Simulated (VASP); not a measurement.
Input:

```
CELL_PARAMETERS angstrom
     -3.11100     3.11100     3.11100
      3.11100    -3.11100     3.11100
      3.11100     3.11100    -3.11100
ATOMIC_POSITIONS crystal
  Cs 0.00000 0.00000 0.00000
```

The numbers are results of PBE GGA, VASP's PBE PAW potentials (set 64) (plane waves; VASP), not measurements. Run with 400 eV cut-off, 2×2×2 Γ-centred mesh, first-order Methfessel-Paxton smearing of 0.10 eV, potentials Cs_sv.

Gaps are read on the run's mesh, which can miss a band edge. Unless said otherwise, spin-orbit coupling is left out, though it shifts the bands of the heavy elements here.

Predict the energy per atom (σ→0), band gap (on the k-mesh) with the smallest direct gap where there is one.

- band gap (on the k-mesh): none (metal, semimetal or under 0.01 eV)
- energy per atom (σ→0): -0.659 eV/atom

Only differences to runs with the same potentials and settings are physical.

The compound is Cs in the bcc structure. The cell was not relaxed at this level. The k-mesh is coarse (spacing up to 0.71 per Å, 2π included), so the numbers may not be converged in it. The run is one of a series of settings (KPOINTS 2×2×2 Γ-centred mesh against the base run), some of them coarse on purpose.
